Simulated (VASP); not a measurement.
VASP runs on SnSe (space group Pnma) share one base input (PBE0 hybrid, plane waves, VASP's PBE PAW potentials (set 64)) and change the settings named in each case.

### INCAR
```
AEXX=0.25
ALGO=Normal
EDIFF=1E-6
ENCUT=300
GGA=PE
HFRCUT=-1
ISIF=2
ISMEAR=0
ISYM=3
LASPH=.TRUE.
LCHARG=.FALSE.
LHFCALC=.TRUE.
LMAXMIX=4
LREAL=.FALSE.
LWAVE=.FALSE.
NELM=100
PREC=Accurate
PRECFOCK=Fast
SIGMA=0.01
SYSTEM=SnSe
```

**POSCAR**
```
SnSe
1.0
 11.3798470000   0.0000000000   0.0000000000
  0.0000000000   4.0255690000   0.0000000000
  0.0000000000   0.0000000000   4.5862080000
Sn Se
4 4
Cartesian
  7.0417355251   3.0191767500   1.7269366224
  4.3381114749   1.0063922500   2.8592713776
 10.0280349749   1.0063922500   4.0200406224
  1.3518120251   3.0191767500   0.5661673776
  1.6904762718   1.0063922500   2.3352053894
  9.6893707282   3.0191767500   2.2510026106
  3.9994472281   3.0191767500   0.0421013894
  7.3803997718   1.0063922500   4.5441066106
```

File KPOINTS:
```
K-points
0
gamma
 1 3 3
0.5 0.5 0.5
```

POTCAR, in this order: Sn_d Se (PBE.64 set). Program: vasp_std.

```
change                                                                         E(σ→0) (eV/atom)  pressure (GPa)  largest force (eV/Å)
-----------------------------------------------------------------------------  ----------------  --------------  --------------------
base run                                                                                -5.4697            2.56                 0.649
AEXX removed, HFRCUT removed, ISYM removed, LHFCALC removed, PRECFOCK removed           -4.1163            4.81                 0.897
HFRCUT removed, HFSCREEN = 0.2                                                          -4.9712            2.86                 0.655
KPOINTS 1×1×1 Γ-centred mesh shifted by (0.5, 0.5, 0.5)                                -10.7874          -71.66                 2.950
KPOINTS 1×2×2 Γ-centred mesh shifted by (0.5, 0.5, 0.5)                                 -5.5149            1.19                 0.600
KPOINTS 1×3×2 Γ-centred mesh shifted by (0.5, 0.5, 0.5)                                 -5.4784            2.10                 0.560
KPOINTS 2×3×3 Γ-centred mesh shifted by (0.5, 0.5, 0.5)                                 -5.4406      (withheld)            (withheld)
ENCUT = 210                                                                             -5.4441           -3.14                 0.660
ENCUT = 240                                                                             -5.4666            2.23                 0.652
KPOINTS 1×3×2 Γ-centred mesh shifted by (0.5, 0.5, 0.5)                                 -5.4784            2.10                 0.560
EDIFF = 1E-04                                                                           -5.4697            2.71                 0.648
```

Q: Some entries are withheld; supply them.

A: 
- KPOINTS 2×3×3 Γ-centred mesh shifted by (0.5, 0.5, 0.5), pressure (GPa): 2.27
- KPOINTS 2×3×3 Γ-centred mesh shifted by (0.5, 0.5, 0.5), largest force (eV/Å): 0.554

Energies of different potentials or functionals have different zeros.  Unless said otherwise, spin-orbit coupling is left out, though it shifts the bands of the heavy elements here.

Left out are runs that ran out of time, are held back, or changed the cell or the kind of run, fixed moments of cells without a moment, rows past the twelfth, gaps on odd meshes, pressures of charged cells and columns that move by less than the noise.

The structure comes from a computed database's SnSe entry; how it stands against other phases isn't given here. The cell was not relaxed at this level, forces remain on its atoms, its lattice was scaled by up to 2.5 %.
